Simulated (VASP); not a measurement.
Data:

```
CELL_PARAMETERS angstrom
      3.65300     0.00000     0.00000
      0.00000     3.65300     0.00000
      0.00000     0.00000     3.65300
ATOMIC_POSITIONS crystal
  Sc 0.00000 0.00000 0.00000
  Si 0.50000 0.50000 0.50000
```

The numbers are results of r2SCAN meta-GGA, VASP's PBE PAW potentials (set 64) (plane waves; VASP 6.6.1), not measurements. Numerical set-up: 400 eV cut-off, 9×9×9 Γ-centred mesh, first-order Methfessel-Paxton smearing of 0.10 eV, potentials Sc_sv Si.

Energy and stress use the plane-wave basis of the starting cell.

The ions, cell shape and volume are relaxed. Which structure does the run end with?

```
CELL_PARAMETERS angstrom
      3.32906     0.00000     0.00000
      0.00000     3.32906     0.00000
      0.00000     0.00000     3.32906
ATOMIC_POSITIONS crystal
  Sc 0.00000 0.00000 0.00000
  Si 0.50000 0.50000 0.50000
```
Space group Pm-3m (221), at a tolerance of 0.03 Å.

How do energy and volume change from the first to the last step?

The energy (σ→0) changes by -328.7 meV/atom and the volume by -24.3 %, in 16 ionic steps.

| step | E(σ→0) (eV) | max force (eV/Å) | pressure (GPa) | volume (Å³) |
|---|---|---|---|---|
| 1 | -20.2216 | 0.000 | -14.30 | 48.75 |
| 2 | -20.8502 | 0.000 | 4.93 | 34.95 |
| 3 | -20.8790 | 0.000 | 0.27 | 36.80 |
| 4 | -20.8789 | 0.000 | -0.30 | 37.02 |
| 5 | -20.8789 | 0.000 | -0.31 | 37.02 |
| 6 | -20.8789 | 0.000 | -0.30 | 37.01 |
| 7 | -20.8789 | 0.000 | -0.29 | 37.01 |
| 8 | -20.8789 | 0.000 | -0.28 | 37.01 |
| 9 | -20.8789 | 0.000 | -0.28 | 37.01 |
| 10 | -20.8789 | 0.000 | -0.28 | 37.01 |
| 11 | -20.8789 | 0.000 | -0.29 | 37.00 |
| 12 | -20.8789 | 0.000 | -0.29 | 37.00 |
| 13 | -20.8790 | 0.000 | -0.27 | 36.99 |
| 14 | -20.8790 | 0.000 | -0.25 | 36.98 |
| 15 | -20.8790 | 0.000 | -0.16 | 36.95 |
| 16 | -20.8790 | 0.000 | -0.03 | 36.89 |

The structure was generated: ScSi was put into the CsCl type type (Pm-3m), which need not be its known phase. This run relaxes it. Symmetry was kept, so distortions that lower it aren't found. The electron count is odd and the run is not spin-polarised, which forces a metal.
